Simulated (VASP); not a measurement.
Given:

```xyz
2
Lattice="0.0000 2.4204 2.4204 2.4204 0.0000 2.4204 2.4204 2.4204 0.0000" Properties=species:S:1:pos:R:3 pbc="T T T"
Fe     0.0000     0.0000     0.0000
Al     2.4204     2.4204     2.4204
```
Starting moments (μB, in the order of the record's atoms Fe Al): 2.0 0.0.

Method: PBEsol GGA, VASP's PBE PAW potentials (set 64) (plane waves; VASP 6.6.1). Run with 400 eV cut-off, Gaussian smearing of 0.050 eV, potentials Fe Al.

Q: Give the spin-up energies of bands 1 to 9 at the high-symmetry points, in eV from the Fermi level.

A: 
```json
[
 {"band": "1", "Γ": "-9.90", "X": "-5.41", "U": "-4.91", "L": "-5.58", "W": "-4.73"},
 {"band": "2", "Γ": "-2.60", "X": "-3.56", "U": "-3.88", "L": "-5.37", "W": "-3.59"},
 {"band": "3", "Γ": "-2.60", "X": "-3.50", "U": "-3.58", "L": "-2.83", "W": "-3.59"},
 {"band": "4", "Γ": "-2.60", "X": "-1.76", "U": "-2.21", "L": "-2.83", "W": "-2.65"},
 {"band": "5", "Γ": "-2.14", "X": "-1.60", "U": "-1.72", "L": "-1.70", "W": "-1.60"},
 {"band": "6", "Γ": "-2.14", "X": "-1.60", "U": "-1.00", "L": "-1.70", "W": "-0.33"},
 {"band": "7", "Γ": "6.79", "X": "0.11", "U": "-0.78", "L": "-0.88", "W": "-0.29"},
 {"band": "8", "Γ": "6.79", "X": "1.71", "U": "0.41", "L": "6.77", "W": "-0.29"},
 {"band": "9", "Γ": "6.79", "X": "1.71", "U": "3.06", "L": "6.77", "W": "1.11"}
]
```

Q: Give the spin-down energies of bands 1 to 9 at the high-symmetry points, in eV from the Fermi level.

A: 
```csv
band,Γ,X,U,L,W
1,-9.81,-5.04,-4.55,-5.38,-4.32
2,-0.87,-3.51,-3.18,-5.18,-2.89
3,-0.87,-2.07,-3.11,-1.63,-2.89
4,-0.78,-0.41,-1.06,-1.63,-1.85
5,-0.78,0.58,0.15,0.28,0.49
6,-0.78,0.58,0.43,0.28,0.58
7,6.82,1.09,1.04,1.00,1.10
8,6.82,1.79,1.44,7.02,1.10
9,6.82,1.79,3.36,7.02,2.06
```

It has no gap at this level: it comes out as a metal or semimetal.

The structure was generated: FeAl was put into the rock salt type (Fm-3m), which need not be its known phase. It was relaxed first, which changed the volume by -30 %.
